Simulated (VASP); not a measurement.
The input files of a VASP run:

**KPOINTS**
```
Automatic mesh
0
Gamma
8 8 8
0 0 0
```

INCAR:
```
SYSTEM = PdIn
PREC = Accurate
ENCUT = 300
EDIFF = 1E-6
NELM = 100
ALGO = Normal
LREAL = .FALSE.
LASPH = .TRUE.
ISMEAR = 0
SIGMA = 0.136
GGA = PE
LMAXMIX = 4
LWAVE = .FALSE.
LCHARG = .FALSE.
ISIF = 2
```

### POSCAR
```
PdIn
3.250
  1.0000000000   0.0000000000   0.0000000000
  0.0000000000   1.0000000000   0.0000000000
  0.0000000000   0.0000000000   1.0000000000
In Pd
1 1
Direct
  0.5013010000   0.4983590000   0.4934660000
 -0.0013010000   0.0016410000   0.0065340000
```

POTCAR, in this order: In_d Pd (PBE.64 set). Program: vasp_std.

### Question
Write an equivalent input for Quantum ESPRESSO's pw.x.

### Answer
One equivalent input (not run):
```
&CONTROL
  calculation = 'scf'
  pseudo_dir = './pseudo'
  outdir = './out'
  tprnfor = .true.
  tstress = .true.
/
&SYSTEM
  ibrav = 0
  nat = 2
  ntyp = 2
  ecutwfc = 82
  occupations = 'smearing'
  smearing = 'gaussian'
  degauss = 0.009996
  input_dft = 'pbe'
/
&ELECTRONS
  conv_thr = 7.3e-08
  electron_maxstep = 100
/
ATOMIC_SPECIES
  In 114.818 In.upf
  Pd 106.420 Pd.upf
CELL_PARAMETERS angstrom
     3.2500000    0.0000000    0.0000000
     0.0000000    3.2500000    0.0000000
     0.0000000    0.0000000    3.2500000
ATOMIC_POSITIONS crystal
  In   0.5013010  0.4983590  0.4934660
  Pd  -0.0013010  0.0016410  0.0065340
K_POINTS automatic
  8 8 8 0 0 0
```
Limits of the translation: the potentials are each code's own (VASP's PAW set, PseudoDojo norm-conserving files in pw.x), so ENCUT and ecutwfc are chosen apart and not converted; conv_thr bounds pw.x's estimated SCF error, while EDIFF bounds the energy change between steps.

The structure is a typed PdIn crystal. The cell was not relaxed at this level, atoms are displaced from their ideal sites.
